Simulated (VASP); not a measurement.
Output of a VASP run:

OUTCAR:
```
 ion  position               nearest neighbor table
   1  0.000  0.000  0.000-   2 2.10   2 2.10   2 2.10   2 2.10   2 2.10   2 2.10
   2  0.500  0.500  0.500-   1 2.10   1 2.10   1 2.10   1 2.10   1 2.10   1 2.10
  LATTYP: Found a face centered cubic cell.
 ALAT       =     4.2100000000
 Subroutine PRICEL returns:
 Original cell was already a primitive cell.
 Subroutine GETGRP returns: Found 48 space group operations
The static configuration has the point symmetry O_h .
The dynamic configuration has the point symmetry O_h .
 Subroutine INISYM returns: Found 48 space group operations
 Subroutine IBZKPT returns following result:
 Found     47 irreducible k-points:

 Following reciprocal coordinates:
            Coordinates               Weight
  0.000000  0.000000  0.000000      1.000000
  0.100000  0.000000  0.000000      8.000000
  0.200000  0.000000  0.000000      8.000000
  0.300000  0.000000  0.000000      8.000000
  0.400000  0.000000  0.000000      8.000000
  0.500000  0.000000  0.000000      4.000000
  0.100000  0.100000  0.000000      6.000000
  0.200000  0.100000  0.000000     24.000000
  0.300000  0.100000  0.000000     24.000000
  0.400000  0.100000  0.000000     24.000000
  0.500000  0.100000  0.000000     24.000000
 -0.400000  0.100000  0.000000     24.000000
 -0.300000  0.100000  0.000000     24.000000
 -0.200000  0.100000  0.000000     24.000000
 -0.100000  0.100000  0.000000     12.000000
  0.200000  0.200000  0.000000      6.000000
  0.300000  0.200000  0.000000     24.000000
  0.400000  0.200000  0.000000     24.000000
  0.500000  0.200000  0.000000     24.000000
 -0.400000  0.200000  0.000000     24.000000
 -0.300000  0.200000  0.000000     24.000000
 -0.200000  0.200000  0.000000     12.000000
  0.300000  0.300000  0.000000      6.000000
  0.400000  0.300000  0.000000     24.000000
  0.500000  0.300000  0.000000     24.000000
 -0.400000  0.300000  0.000000     24.000000
 -0.300000  0.300000  0.000000     12.000000
  0.400000  0.400000  0.000000      6.000000
  0.500000  0.400000  0.000000     24.000000
 -0.400000  0.400000  0.000000     12.000000
  0.500000  0.500000  0.000000      3.000000
  0.300000  0.200000  0.100000     24.000000
  0.400000  0.200000  0.100000     48.000000
  0.500000  0.200000  0.100000     48.000000
 -0.400000  0.200000  0.100000     24.000000
  0.400000  0.300000  0.100000     24.000000
  0.500000  0.300000  0.100000     48.000000
 -0.400000  0.300000  0.100000     48.000000
 -0.300000  0.300000  0.100000     48.000000
 -0.200000  0.300000  0.100000     24.000000
   k-points           NKPTS =     47   k-points in BZ     NKDIM =     47   number of bands    NBANDS=      8
   number of dos      NEDOS =    301   number of ions     NIONS =      2
   total plane-waves  NPLWV =  13824
   dimension x,y,z NGX =    24 NGY =   24 NGZ =   24
   dimension x,y,z NGXF=    48 NGYF=   48 NGZF=   48
   ions per type =               1   1
   PREC   = accura    normal or accurate (medium, high low for compatibility)
   ISTART =      0    job   : 0-new  1-cont  2-samecut
   ICHARG =      2    charge: 1-file 2-atom 10-const
   ISPIN  =      1    spin polarized calculation?
   LNONCOLLINEAR =      F non collinear calculations
   LSORBIT =      F    spin-orbit coupling
   INIWAV =      1    electr: 0-lowe 1-rand  2-diag
   ENCUT  =  520.0 eV  38.22 Ry    6.18 a.u.   5.54  5.54  5.54*2*pi/ulx,y,z
   NELM   =    100;   NELMIN=  2; NELMDL= -5     # of ELM steps
   EDIFF  = 0.1E-05   stopping-criterion for ELM
   LREAL  =      F    real-space projection
   NLSPLINE    = F    spline interpolate recip. space projectors
   LMAXMIX     =    2 max onsite mixed and CHGCAR
   VOSKOWN=      0    Vosko Wilk Nusair interpolation
   EDIFFG = -.1E-01   stopping-criterion for IOM
   NSW    =     60    number of steps for IOM
   NBLOCK =      1;   KBLOCK =     60    inner block; outer block
   IBRION =      2    ionic relax: 0-MD 1-quasi-New 2-CG
...
```

OSZICAR:
```
...
DAV:   6    -0.173842599848E+02    0.36024E+01   -0.51096E+00   752   0.163E+01    0.198E+00
DAV:   7    -0.176177706951E+02   -0.23351E+00   -0.16664E+00   760   0.132E+01    0.208E+00
DAV:   8    -0.142585261730E+02    0.33592E+01   -0.33719E-01   752   0.622E+00    0.573E-01
DAV:   9    -0.172756630452E+02   -0.30171E+01   -0.20420E+00   752   0.138E+01    0.301E+00
DAV:  10    -0.172956733828E+02   -0.20010E-01   -0.77172E-01   752   0.754E+00    0.781E-01
DAV:  11    -0.172894782046E+02    0.61952E-02   -0.11146E-02   784   0.110E+00    0.541E-01
DAV:  12    -0.172866946969E+02    0.27835E-02   -0.90508E-03   776   0.780E-01    0.329E-01
DAV:  13    -0.172838063187E+02    0.28884E-02   -0.12935E-02   784   0.914E-01    0.195E-02
DAV:  14    -0.172845490546E+02   -0.74274E-03   -0.37836E-04   752   0.332E-01    0.131E-02
DAV:  15    -0.172844488240E+02    0.10023E-03   -0.17358E-05   832   0.695E-02    0.770E-03
DAV:  16    -0.172845203348E+02   -0.71511E-04   -0.26944E-05   760   0.741E-02    0.805E-03
DAV:  17    -0.172844955420E+02    0.24793E-04   -0.71344E-06   880   0.262E-02    0.263E-03
DAV:  18    -0.172844935136E+02    0.20284E-05   -0.53007E-07   752   0.111E-02    0.135E-03
DAV:  19    -0.172844896514E+02    0.38622E-05   -0.33280E-07   424   0.699E-03    0.212E-04
DAV:  20    -0.172844890655E+02    0.58584E-06   -0.43879E-08   392   0.277E-03
   1 F= -.17284489E+02 E0= -.17284489E+02  d E =-.172845E+02
       N       E                     dE             d eps       ncg     rms          rms(c)
DAV:   1    -0.173223247715E+02   -0.37835E-01   -0.72290E-01   752   0.903E+00    0.132E+00
DAV:   2    -0.172869771993E+02    0.35348E-01   -0.20059E-01   752   0.341E+00    0.165E-01
DAV:   3    -0.172868976540E+02    0.79545E-04   -0.36905E-03   760   0.826E-01    0.692E-02
DAV:   4    -0.172848427173E+02    0.20549E-02   -0.28755E-03   752   0.856E-01    0.475E-02
DAV:   5    -0.172870622068E+02   -0.22195E-02   -0.17251E-03   752   0.694E-01    0.101E-02
DAV:   6    -0.172870579561E+02    0.42507E-05   -0.58655E-05   760   0.116E-01    0.287E-03
DAV:   7    -0.172870700579E+02   -0.12102E-04   -0.14393E-06   928   0.167E-02    0.150E-03
DAV:   8    -0.172870414245E+02    0.28633E-04   -0.17390E-06   752   0.225E-02    0.214E-04
DAV:   9    -0.172870492707E+02   -0.78462E-05   -0.30532E-07   752   0.950E-03    0.178E-04
DAV:  10    -0.172870491932E+02    0.77511E-07   -0.69648E-09   376   0.917E-04
   2 F= -.17287049E+02 E0= -.17287049E+02  d E =-.256013E-02
       N       E                     dE             d eps       ncg     rms          rms(c)
DAV:   1    -0.172902738178E+02   -0.32245E-02   -0.56294E-02   752   0.250E+00    0.368E-01
DAV:   2    -0.172876297020E+02    0.26441E-02   -0.15726E-02   752   0.958E-01    0.446E-02
DAV:   3    -0.172874417097E+02    0.18799E-03   -0.28071E-04   752   0.230E-01    0.186E-02
DAV:   4    -0.172875227128E+02   -0.81003E-04   -0.23271E-04   752   0.241E-01    0.137E-02
DAV:   5    -0.172874863175E+02    0.36395E-04   -0.12442E-04   752   0.184E-01    0.268E-03
DAV:   6    -0.172875158628E+02   -0.29545E-04   -0.47274E-06   760   0.334E-02    0.746E-04
DAV:   7    -0.172875125894E+02    0.32734E-05   -0.12489E-07   392   0.504E-03    0.387E-04
DAV:   8    -0.172875191917E+02   -0.66022E-05   -0.10094E-07   376   0.523E-03    0.432E-05
DAV:   9    -0.172875175827E+02    0.16090E-05   -0.16979E-08   376   0.197E-03    0.373E-05
DAV:  10    -0.172875176289E+02   -0.46218E-07   -0.48817E-10   376   0.233E-04
   3 F= -.17287518E+02 E0= -.17287518E+02  d E =-.302856E-02
```

**OUTCAR**
```
------------------------ aborting loop because EDIFF is reached ----------------------------------------
  FORCE on cell =-STRESS in cart. coord.  units (eV):
  Direction    XX          YY          ZZ          XY          YZ          ZX
  --------------------------------------------------------------------------------------
  Total        0.0058935      0.0058935      0.0058935      0.0000000      0.0000000      0.0000000
  in kB        0.5152017      0.5152017      0.5152017      0.0000000      0.0000000      0.0000000
  external PRESSURE =       0.5152017 kB  Pullay stress =       0.0000000 kB
  volume of cell :       18.33
      direct lattice vectors                 reciprocal lattice vectors
     0.000000000  2.092633352  2.092633352    -0.238933399  0.238933399  0.238933399
     2.092633352  0.000000000  2.092633352     0.238933399 -0.238933399  0.238933399
     2.092633352  2.092633352 -0.000000000     0.238933399  0.238933399 -0.238933399
  FREE ENERGIE OF THE ION-ELECTRON SYSTEM (eV)
  ---------------------------------------------------
  free  energy   TOTEN  =       -17.2875176289 eV

  energy  without entropy=      -17.2875176289  energy(sigma->0) =      -17.28751763

 reached required accuracy - stopping structural energy minimisation
```
(Selected blocks of OUTCAR.)

POSCAR:
```
MgO
1
    0.0000000000     2.1050000000     2.1050000000
    2.1050000000     0.0000000000     2.1050000000
    2.1050000000     2.1050000000     0.0000000000
Mg O
1 1
Direct
  0.0000000000   0.0000000000   0.0000000000
  0.5000000000   0.5000000000   0.5000000000
```

Question: Write an INCAR and KPOINTS that could have produced this output.

Answer: Several could match; the one computed here: the input of the run itself, SCAN meta-GGA, plane waves, VASP's PBE PAW potentials (set 64).

### INCAR
```
ALGO=Normal
EDIFF=1E-6
EDIFFG=-0.01
ENCUT=520
IBRION=2
ISIF=3
ISMEAR=0
LASPH=.TRUE.
LCHARG=.FALSE.
LMIXTAU=.TRUE.
LREAL=.FALSE.
LWAVE=.FALSE.
METAGGA=SCAN
NELM=100
NSW=60
PREC=Accurate
SIGMA=0.05
SYSTEM=MgO
```

**KPOINTS**
```
Automatic mesh
0
Gamma
10 10 10
0 0 0
```

POTCAR, in this order: Mg O (PBE.64 set). Program: vasp_std.

The compound is MgO in the rock salt structure. This run relaxes it. Symmetry was kept, so distortions that lower it aren't found.
